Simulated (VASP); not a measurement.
An input for Ansatz (written as the equivalent of a VASP run, and not itself run):

Ansatz 0.2 input:
```yaml
crystal:
  lattice:
    - [3.3044612, 0.0000000, 0.0000000]
    - [-1.6522306, 2.8617472, 0.0000000]
    - [0.0000000, 0.0000000, 22.1127183]
  atoms:
    - { symbol: Te, position: [0.3333330, 0.6666670, 0.5348986] }
    - { symbol: Te, position: [0.3333330, 0.6666670, 0.3644316] }
    - { symbol: Mo, position: [0.3333330, 0.6666670, 0.1521439] }
    - { symbol: Mo, position: [0.6666670, 0.3333330, 0.4497257] }
    - { symbol: S, position: [0.6666670, 0.3333330, 0.0840930] }
    - { symbol: S, position: [0.6666670, 0.3333330, 0.2203172] }
kpoints:
  mp_grid: { grid: [7, 7, 1] }
hamiltonian:
  xc: pbesol
  pseudopotentials: { kind: paw }
scf:
  occupations: { method: gaussian, width: 0.05 }
  max_iter: 100
relax:
  max_steps: 60
  f_tol: 0.02
  cell: {}
output: { forces: true, stress: true, eigenvalues: true }
```

Q: Write the VASP files for the same calculation (PBEsol).

A: Several could match; the one computed here: 
### KPOINTS
```
Automatic mesh
0
Gamma
7 7 1
0 0 0
```

**POSCAR**
```
TeMoS
1
    3.3044611989    -0.0000000000     0.0000000000
   -1.6522305994     2.8617471514    -0.0000000000
    0.0000000000    -0.0000000000    22.1127182937
Te Mo S
2 2 2
Direct
  0.3333330000   0.6666670000   0.5348986201
  0.3333330000   0.6666670000   0.3644315923
  0.3333330000   0.6666670000   0.1521438752
  0.6666670000   0.3333330000   0.4497256731
  0.6666670000   0.3333330000   0.0840930457
  0.6666670000   0.3333330000   0.2203171935
```

INCAR:
```
ISIF = 3   # ions, shape and volume
IBRION = 2
LREAL = .FALSE.
ALGO = Normal
LWAVE = .FALSE.
LCHARG = .FALSE.
SIGMA = 0.05   # width (eV)
ENCUT = 400   # plane-wave cut-off (eV)
SYSTEM = TeMoS
EDIFFG = -0.02
NELM = 100   # most electronic steps
PREC = Accurate
EDIFF = 1E-6   # SCF stop (eV)
LASPH = .TRUE.
ISMEAR = 0
NSW = 60   # most ionic steps
GGA = PS   # PBEsol
LMAXMIX = 4
```

POTCAR, in this order: Te Mo_sv S (PBE.64 set). Program: vasp_std.

Limits of the translation: each code has its own PAW files, so the cut-off isn't converted (ENCUT is set for VASP's; basis.ecutwfc is left out, and Ansatz then takes the one that its files recommend); Ansatz stops its SCF on the density residual and VASP on the energy change (EDIFF).

The cell is a sheet with vacuum, built from a database entry that may be metastable or hypothetical.
